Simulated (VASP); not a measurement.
The system is NaCl.

```
Na Cl
1.0
     0.00000    2.81000    2.81000
     2.81000    0.00000    2.81000
     2.81000    2.81000    0.00000
Na Cl
1 1
Direct
  0.00000 0.00000 0.00000
  0.50000 0.50000 0.50000
```

Program: VASP 6.6.1. Alike in all runs: task single point; no spin polarisation; cell as given; k mesh 6 × 6 × 6; cutoff (eV) 520; smearing gaussian 0.03 eV.

Question: Order these runs on this cell by their band gap on the k mesh, lowest first.
A. level LDA; potentials or basis VASP PAW LDA potentials, release 64 (Na_pv, Cl)
B. level PBEsol; potentials or basis VASP PAW PBE potentials, release 64 (Na_pv, Cl)
C. level PBE; potentials or basis VASP PAW PBE potentials, release 64 (Na_pv, Cl)

Answer: A (4.74 eV), B (4.97 eV), C (5.15 eV).

A k mesh can miss the band edges.

Not every run made on this cell is shown here.
